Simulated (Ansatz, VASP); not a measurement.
## Cross-check of TiB2 between VASP and Ansatz

Aim: how closely do two programs agree when they are given the same cell, functional and k mesh? The cell is taken from a series of runs on this material, whose earlier steps may have relaxed, scaled, displaced or heated it; both programs get it as it stands.

Program: Ansatz 0.2.0. Level of theory: plane waves, with VASP 6.6.1 beside it; zone-centre phonons at PBEsol. Results are calculated unless marked as measured.

### 1. Starting point

The structure is hexagonal, space group P6/mmm (No. 191). Conventional cell: a = 3.005 Å, b = 3.005 Å, c = 3.280 Å, α = 90.00°, β = 90.00°, γ = 120.00°. Nearest to B lie 3 B at 1.74 Å and 6 Ti at 2.39 Å. Ti has 12 B at 2.39 Å nearest. Farther neighbours are not listed.

### 2. Ansatz: zone-centre phonons, PBEsol

Ansatz runs on its PAW soft_1 files.

Second derivatives magnify differences that forces hide, and they need a tight electronic threshold.

input.yaml reads:

```yaml
crystal:
  lattice:
    - [3.0051999338, 0.0, 0.0]
    - [-1.5025999669, 2.6025794861, 0.0]
    - [0.0, 0.0, 3.2796303749]
  atoms:
    - { symbol: B, position: [0.3333333329, 0.6666666671, 0.5] }
    - { symbol: B, position: [0.6666666671, 0.3333333329, 0.5] }
    - { symbol: Ti, position: [0.0, 0.0, 0.0] }
kpoints:
  mp_grid: { grid: [15, 15, 16] }
hamiltonian:
  xc: pbesol
  pseudopotentials: { kind: paw, azcp: { folder: soft_1 }, xc_functional: pbe }
scf:
  occupations: { method: methfessel_paxton, width: 0.2 }
output:
  eigenvalues: true
phonons:
  method: dfpt
```

Launch:

```bash
ansatz run input.yaml --threads 4 --pin off --max-ram 10240MiB --backend cpu --events-out ev --progress --plain --runs-dir out
```

Numbers of over 12 decimals in the logs are rounded to 6 here.

Log:

```text
zone centre: on kpoints.mp_grid the ground state, and the responses unless they are solved on pairs of k-points, stand on 576 of the mesh's 3600 k-points, reduced under 4 symmetry operations, with k and −k counted as one. Each operation leaves every solved displacement unchanged or reverses it
Engine: ansatz 0.2.0, x86_64-unknown-linux-gnu
Pseudopotentials: kind: paw
Pseudopotential: B, paw, valence charge 3, recommended cutoff 420 eV (normal), soft_1/B.paw.azcp
Pseudopotential: Ti, paw, valence charge 12, recommended cutoff 420 eV (normal), soft_1/Ti.paw.azcp
Functional definition: PBEsol
  exchange = pbesol_x
  correlation = pbesol_c
Crystal: 3 atoms, lattice volume = 25.651 Å³
Basis set: ecut = 420 eV, 503 PW (Γ), exchange–correlation on 48×48×48 points (8 copies of the dense FFT grid, shifted against one another)
Bands: 13, of which v1, the nominal top of the filled ones, is band 9 counted from 1 (8 counted from 0)
Symmetry: 24 space group operations
k-points: 576 of 3600 (irreducible under 4 space group operations, time reversal used)
Non-local potential: B, projectors of the file, l = 0: 2, l = 1: 2, l = 2: 1
Non-local potential: Ti, projectors of the file, l = 0: 3, l = 1: 2, l = 2: 3, l = 3: 1
PAW form: soft (Blöchl's): semilocal exchange-correlation on the pseudo side does not see the compensation charge
PAW frozen core: B, regenerated for the run's functional, and the local potential with it (the file was generated under x = pbe(κ = 0.804, μ = 0.219515), c = pbe(β = 0.066725))
PAW frozen core: Ti, regenerated for the run's functional, and the local potential with it (the file was generated under x = pbe(κ = 0.804, μ = 0.219515), c = pbe(β = 0.066725))
PAW one-centre angular grid: B, 110 points (default); XC on 64 Gauss nodes
PAW one-centre angular grid: Ti, 590 points (default); XC on 64 Gauss nodes
Initial density: superposition of atomic densities (chi_scale 0.1, normalization cell, long waves kept (reshape's long-wave potential 0.00 eV rms))
Initial wavefunctions: pseudopotential atomic-orbital guess
Functional: x = pbesol(κ = 0.804, μ = 0.123457), c = pbesol(β = 0.046)
SCF iter   1: F=—  HF=-2783.808635 eV  |F-HF|=—  |Δ(HF+E_count)|=         —  Δρ=1.09e-1  dr2=4.82e0  ethr=3.10e-3  ⟨swp⟩=4.3  Hψ=35475  notcnv=0
preconditioner: auto → none  [metal: Δε(μ)=0.077 eV  Ē_g=9.444 eV  σ=0.200 eV  W_gap=0.32  n_scr=8 (ndim 8)  ℏωp=23.2 eV  f_vac=0.000  D(μ)=0.39/eV (n_scr^D=0)  sad-step TF]
SCF iter   2: F=—  HF=-2783.172235 eV  |F-HF|=—  |Δ(HF+E_count)|=   6.36e-1  S|Δr|=    0.00e0  Δρ=7.26e-2  dr2=2.33e0  ethr=3.10e-3  ⟨swp⟩=2.0  Hψ=14309  notcnv=0
SCF iter   3: F=—  HF=-2782.602745 eV  |F-HF|=—  |Δ(HF+E_count)|=   5.69e-1  S|Δr|=    0.00e0  Δρ=9.60e-3  dr2=3.07e-2  ethr=3.10e-3  ⟨swp⟩=3.2  Hψ=14930  notcnv=0
SCF iter   4: F=—  HF=-2782.599307 eV  |F-HF|=—  |Δ(HF+E_count)|=   3.44e-3  S|Δr|=    0.00e0  Δρ=1.12e-3  dr2=2.91e-4  ethr=1.70e-4  ⟨swp⟩=5.1  Hψ=59577  notcnv=0
automatic band count: the SCF goes on with 17 bands, as 13 were too few: they end inside the smearing window of the response
SCF iter   5: F=—  HF=-2782.599071 eV  |F-HF|=—  |Δ(HF+E_count)|=   2.35e-4  S|Δr|=    0.00e0  Δρ=3.77e-4  dr2=5.73e-5  ethr=1.62e-6  ⟨swp⟩=2.1  Hψ=18347  notcnv=0
SCF iter   6: F=—  HF=-2782.599064 eV  |F-HF|=—  |Δ(HF+E_count)|=   7.38e-6  S|Δr|=    0.00e0  Δρ=1.26e-4  dr2=4.58e-6  ethr=3.18e-7  ⟨swp⟩=2.7  Hψ=13331  notcnv=0
SCF iter   7: F=—  HF=-2782.599061 eV  |F-HF|=—  |Δ(HF+E_count)|=   2.50e-6  S|Δr|=    0.00e0  Δρ=1.75e-5  dr2=9.64e-8  ethr=2.54e-8  ⟨swp⟩=2.2  Hψ=11295  notcnv=0
SCF iter   8: F=—  HF=-2782.599061 eV  |F-HF|=—  |Δ(HF+E_count)|=   4.89e-7  S|Δr|=    0.00e0  Δρ=1.39e-6  dr2=5.01e-10  ethr=5.36e-10  ⟨swp⟩=2.0  Hψ=10799  notcnv=0
SCF iter   9: F=-2782.599061 eV  HF=-2782.599061 eV  |F-HF|=1.36e-12  |Δ(HF+E_count)|=  9.09e-11  S|Δr|=    0.00e0  Δρ=5.08e-8  dr2=1.37e-13  ethr=1.00e-12  ⟨swp⟩=5.6  Hψ=46200  notcnv=0
SCF 1 converged in 9 iterations: F = -2782.599061 eV  dr2 = 1.37e-13
  greatest PAW one-centre occupation: 0.998 electrons in one spin orbital (limit 2), on the Ti atom at site 2 (counted from 0), in its partial waves of l = 0
DFPT response loops at Γ: preconditioner auto → Kerker (q_TF=auto, 2.572 Å⁻¹) (partly filled bands, converged f_vac=0.000); β = 1.00, the filter's whole step (`scf.mixing.beta` (0.50) is not read by the response loops under this deck's `scf.mixing.preconditioner`; to damp them name `kerker` or `kerker_dos`, under which they read `scf.mixing.beta`, and type it under 1.00, their step now; both keys bind the ground state too); Broyden in place of MSR1
SCF converged after 9 iterations
Stability not checked: this state was not tested for a lower state beside it, because cold or Methfessel-Paxton smearing, or corrected tetrahedra, fill the levels in a way that the test cannot read (fill_not_monotonic; see scf.lower_state_search)
Free energy (F): -2782.599061 eV
Harris-Foulkes:  -2782.599061 eV  (|F-HF|=1.36e-12)
Internal energy: -2782.599166 eV  (E = F + TS)
E sigma→0 (E₀):  -2782.599087 eV
Entropy (-TS):   0.000105 eV (0.035 meV/atom)
Fermi energy:    15.046165 eV
--- Per-component energies (eV) ---
  E_band       = -95.371197
  E_kinetic    = 383.305754
  E_local      = -841.221266  (includes V_loc(G=0)·N_el)
  E_nonlocal   = 77.038091
  E_hartree    = 344.671672
  E_xc         = -183.376310
  E_vxc        = -225.864363  (∫ρ·V_xc dr)
  E_paw        = -1167.011600  (= ΣΔE_a)
  E_vpaw       = -177.972676  (= ΣTr[D̂ρ^β])
  E_aug_tail   = -0.000077  (compensation charges beyond the density's cutoff)
  E_ewald      = -1396.174236
  E_core_change = 0.168806  (= ΣΔE_core)
  E_smearing   = 0.000105  (= −TS)
  E_closure    = -0.000000  (closes the sum)
  Σ components = -2782.599061   (vs F -2782.599061, Δ=0.00e0)
--- Band table (eV; the first three rows and the last of 576) ---
  k-point 0: bands = [... 5 lower, 12.4306, 12.5628, 12.5628, 12.7867, 16.8967, 16.8967, 18.5453, 18.5453, ... 4 higher]
  k-point 1: bands = [... 5 lower, 11.8030, 12.6025, 12.6025, 13.3631, 16.7736, 16.7736, 18.4584, 18.4584, ... 4 higher]
  k-point 2: bands = [... 5 lower, 10.9940, 12.7213, 12.7213, 14.0270, 16.4675, 16.4675, 18.2082, 18.2082, ... 4 higher]
  k-point 575: bands = [... 5 lower, 8.2805, 9.8997, 10.6464, 12.4440, 17.2051, 17.9819, 18.6407, 19.3842, ... 4 higher]
--- Phonons (Γ-DFPT): 4 representative perturbations + reference, on 576 of 3600 k-points (Σ response iterations 12) ---
  k mesh reduced under 4 symmetry operations, with k and −k counted as one. Each operation leaves every solved displacement unchanged or reverses it
  ASR residual: 1.159e-5 → 0.000e0 eV/Å²; symmetrization residual: 7.211e-7 eV/Å²
  ASR residual per site (eV/Å²): 4.66e-6 4.66e-6 1.16e-5
  Γ frequencies (cm⁻¹): 0.00 0.00 0.00 492.19 503.56 503.56 545.99 917.78 917.78
  non-analytic LO–TO correction: not included (Born effective charges unavailable; polar crystals: no LO–TO splitting at Γ)
```

The column dr2 measures how far the density is from self-consistency, as an energy; F and HF (Harris–Foulkes) agree once it is small.

[end of part 1 of 2]

[Lines on the potential files, build, host, timing and source positions are cut from VASP's logs without a mark.]

[Logs are printed without paths, hosts, clocks, repeated set-up lines and the standing remarks that a program may print on its own settings, such as how far it seeks lower states.]

[Hosts, paths, dates, database ids (printed as entryN), source tags and the programs' standing remarks are cut or masked in the printed files.]
